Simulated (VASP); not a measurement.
Here is the system:

```xyz
2
Lattice="0.0000 2.7812 2.7812 2.7812 0.0000 2.7812 2.7812 2.7812 0.0000" Properties=species:S:1:pos:R:3 pbc="T T T"
Be     0.0000     0.0000     0.0000
Te     1.3906     1.3906     1.3906
```

These are LDA (Ceperley-Alder, Perdew-Zunger), VASP's LDA PAW potentials (set 64) (plane waves; VASP) values and carry that method's errors. Run with 520 eV cut-off, 8×8×8 Γ-centred mesh, Gaussian smearing of 0.050 eV, potentials Be Te.

Unless said otherwise, spin-orbit coupling is left out, though it shifts the bands of the heavy elements here.

Question: What does the run give for the energy per atom (σ→0), band gap (on the k-mesh) with the smallest direct gap where there is one?

Answer: 
The band gap (on the k-mesh) is 1.78 eV, the smallest direct gap (on the k-mesh) comes out as 3.55 eV and the energy per atom (σ→0) is -4.363 eV/atom.

The compound is BeTe in the zinc blende structure. It was relaxed first.
